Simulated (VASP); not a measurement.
All values below come from r2SCAN meta-GGA, VASP's PBE PAW potentials (set 64) (plane waves; VASP).

A VASP calculation is set up with these files.

File POSCAR:
```
Al
1.0
  0.0000000000   1.9910194568   1.9910194568
  1.9910194568   0.0000000000   1.9910194568
  1.9910194568   1.9910194568   0.0000000000
Al
1
Cart
  0.0000000000   0.0000000000   0.0000000000
```

File KPOINTS:
```
Automatic mesh
0
Gamma
14 14 14
0 0 0
```

INCAR:
```
SYSTEM = Al
PREC = Accurate
ENCUT = 400
EDIFF = 1E-6
NELM = 100
ALGO = Normal
LREAL = .FALSE.
LASPH = .TRUE.
ISMEAR = 1
SIGMA = 0.1
METAGGA = R2SCAN
LMIXTAU = .TRUE.
LWAVE = .FALSE.
LCHARG = .FALSE.
IBRION = 2
ISIF = 3
NSW = 60
EDIFFG = -0.01
```

POTCAR, in this order: Al (PBE.64 set). Program: vasp_std.

Output

### OSZICAR
```
       N       E                     dE             d eps       ncg     rms          rms(c)
DAV:   1    -0.549855261995E+01   -0.54986E+01   -0.75420E+02  1205   0.257E+02
DAV:   2    -0.689531215896E+01   -0.13968E+01   -0.12882E+01  1435   0.264E+01
DAV:   3    -0.690605735089E+01   -0.10745E-01   -0.10743E-01  1350   0.245E+00
DAV:   4    -0.690609800398E+01   -0.40653E-04   -0.40654E-04  1430   0.143E-01
DAV:   5    -0.690609828441E+01   -0.28043E-06   -0.27962E-06  1355   0.927E-03    0.309E+00
DAV:   6    -0.672017215869E+01    0.18593E+00   -0.10022E-01  1425   0.217E+00    0.193E+00
DAV:   7    -0.700499534843E+01   -0.28482E+00   -0.73690E-02  1285   0.191E+00    0.688E-01
DAV:   8    -0.667865565679E+01    0.32634E+00   -0.98256E-02  1265   0.215E+00    0.217E-01
DAV:   9    -0.673325082985E+01   -0.54595E-01   -0.45547E-02  1095   0.121E+00    0.125E-01
DAV:  10    -0.673400919523E+01   -0.75837E-03   -0.66494E-04  1515   0.230E-01    0.178E-01
DAV:  11    -0.673528313969E+01   -0.12739E-02   -0.18710E-04  1340   0.108E-01    0.143E-01
DAV:  12    -0.673333862468E+01    0.19445E-02   -0.32613E-04  1240   0.132E-01    0.540E-02
DAV:  13    -0.673333953775E+01   -0.91307E-06   -0.81894E-05  1400   0.827E-02    0.539E-02
DAV:  14    -0.673335921515E+01   -0.19677E-04   -0.64822E-06  1075   0.302E-02    0.690E-02
DAV:  15    -0.673334962322E+01    0.95919E-05   -0.66628E-06  1195   0.256E-02    0.849E-02
DAV:  16    -0.673334764918E+01    0.19740E-05   -0.93989E-06  1285   0.297E-02    0.817E-02
DAV:  17    -0.673334810020E+01   -0.45102E-06   -0.10373E-06  1185   0.102E-02
   1 F= -.67333481E+01 E0= -.67331917E+01  d E =-.673335E+01
```

File OUTCAR:
```
------------------------ aborting loop because EDIFF is reached ----------------------------------------
  FORCE on cell =-STRESS in cart. coord.  units (eV):
  Direction    XX          YY          ZZ          XY          YZ          ZX
  --------------------------------------------------------------------------------------
  Total        0.0035501      0.0035501      0.0035501     -0.0000000     -0.0000000     -0.0000000
  in kB        0.3603202      0.3603202      0.3603202     -0.0000000     -0.0000000     -0.0000000
  external PRESSURE =       0.3603202 kB  Pullay stress =       0.0000000 kB
  volume of cell :       15.79
      direct lattice vectors                 reciprocal lattice vectors
     0.000000000  1.991019457  1.991019457    -0.251127631  0.251127631  0.251127631
     1.991019457  0.000000000  1.991019457     0.251127631 -0.251127631  0.251127631
     1.991019457  1.991019457  0.000000000     0.251127631  0.251127631 -0.251127631
 POSITION                                       TOTAL-FORCE (eV/Angst)
 -----------------------------------------------------------------------------------
      0.00000      0.00000      0.00000         0.000000      0.000000      0.000000
 -----------------------------------------------------------------------------------
    total drift:                               -0.000000     -0.000000      0.000000
  FREE ENERGIE OF THE ION-ELECTRON SYSTEM (eV)
  ---------------------------------------------------
  free  energy   TOTEN  =        -6.7333481002 eV

  energy  without entropy=       -6.7328787625  energy(sigma->0) =       -6.73319165

 reached required accuracy - stopping structural energy minimisation
```
(Selected blocks of OUTCAR.)

The structure comes from a computed database's Al entry (Fm-3m); how it stands against other phases isn't given here. It was relaxed first. The start is the result of an earlier pass.
